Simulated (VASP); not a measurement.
Energy against volume of FeAl (CsCl type). Level of theory: TPSS meta-GGA, VASP's PBE PAW potentials (set 64) (plane waves; VASP). Run with 520 eV cut-off, 13×13×13 Γ-centred mesh, first-order Methfessel-Paxton smearing of 0.10 eV, potentials Al Fe.

```tsv
V (Å³/atom)	E (eV/atom)
10.849	-12.20695
11.195	-12.22901
11.542	-12.23638
11.888	-12.23119
```

**Question.** Fit these four points and predict the energy of the run at 12.234 Å³/atom.

**Answer.** A cubic in V^(−2/3), the third-order Birch-Murnaghan form, passes through the four points with V0 = 11.56 Å³/atom and B0 = 191 GPa, and gives -12.2153 eV/atom there. The run gave -12.2152 eV/atom, +0.1 meV/atom from the fit; all five points give B0 = 192 GPa.

The compound is FeAl in the CsCl type structure. It was relaxed first, which changed the volume by -6 %. The run is not spin-polarised, so no magnetic state was tried.
